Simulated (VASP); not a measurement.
OSZICAR of a VASP run on MgH$_{2}$ (rutile):

File OSZICAR:
```
       N       E                     dE             d eps       ncg     rms          rms(c)
DAV:   1    -0.104574808248E+01   -0.10457E+01   -0.27448E+03   808   0.613E+02
DAV:   2    -0.183262435794E+02   -0.17280E+02   -0.17068E+02  1080   0.757E+01
DAV:   3    -0.188731389556E+02   -0.54690E+00   -0.54690E+00   984   0.184E+01
DAV:   4    -0.188743572594E+02   -0.12183E-02   -0.12183E-02  1128   0.874E-01
DAV:   5    -0.188743613887E+02   -0.41292E-05   -0.41292E-05   960   0.395E-02    0.610E+00
DAV:   6    -0.180276616543E+02    0.84670E+00   -0.66844E-01   848   0.473E+00    0.314E+00
DAV:   7    -0.177253564964E+02    0.30231E+00   -0.85894E-01   880   0.574E+00    0.461E-01
DAV:   8    -0.177295858154E+02   -0.42293E-02   -0.11010E-02   920   0.842E-01    0.724E-02
DAV:   9    -0.177294625060E+02    0.12331E-03   -0.42808E-04  1080   0.140E-01    0.147E-02
DAV:  10    -0.177294686004E+02   -0.60944E-05   -0.12358E-05   936   0.306E-02    0.744E-03
DAV:  11    -0.177294680176E+02    0.58279E-06   -0.34090E-06   952   0.946E-03    0.151E-03
DAV:  12    -0.177294679384E+02    0.79206E-07   -0.10350E-07   488   0.230E-03
   1 F= -.17729468E+02 E0= -.17729468E+02  d E =0.000000E+00
```

Task: Which electronic solver shows in the log?

Result: It is blocked Davidson (ALGO = Normal, or the opening steps of other solvers). The INCAR had ALGO = Normal.

Task: Can the final energy be trusted as converged?

Result: Self-consistency was reached. It stopped with EDIFF = 1E-7, NELM = 100 (PBEsol GGA, plane waves, VASP's PBE PAW potentials (set 64)).

The compound is MgH2 in the rutile structure. It was relaxed first.
